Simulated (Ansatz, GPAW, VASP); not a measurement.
## One calculation of MoI, 3 ways

```xyz
2
Lattice="0.0000 3.1789 3.1789 3.1789 0.0000 3.1789 3.1789 3.1789 0.0000" Properties=species:S:1:pos:R:3 pbc="T T T"
Mo    0.0000    0.0000    0.0000
I     4.7683    4.7683    4.7683
```

Alike in all runs: task band structure; functional r2SCAN; k mesh 7 × 7 × 7; occupations fermi-dirac, width 0.05 eV; no spin polarisation; no spin-orbit coupling. Pressure is positive in compression and, in plane waves, holds the error of the finite cutoff, which Ansatz's Pulay term estimates and takes out.

```csv
program and potentials,plane-wave cutoff (eV),notes,pressure (GPa)
"Ansatz, Ansatz PAW",500,"potentials made for PBE, which Ansatz adapts in part; 15.5 valence electrons an atom on average; Pulay term of +0.03 GPa included",-8.07
"GPAW, GPAW PAW data sets (gpaw-data 1.2.1)",600,potentials made for PBE; 10.5 valence electrons an atom on average,-7.52
"VASP, PBE PAW files I, Mo_sv, 520 eV",520,potentials made for PBE; 10.5 valence electrons an atom on average,-8.12
```

The pressure spans -8.12 (VASP, PBE PAW files I, Mo_sv, 520 eV) to -7.52 GPa (GPAW, GPAW PAW data sets (gpaw-data 1.2.1)).

Differences between rows come from potentials, basis sets and numerical settings, since the functional is the same but for its coding. Runs on potential files found faulty are left out.
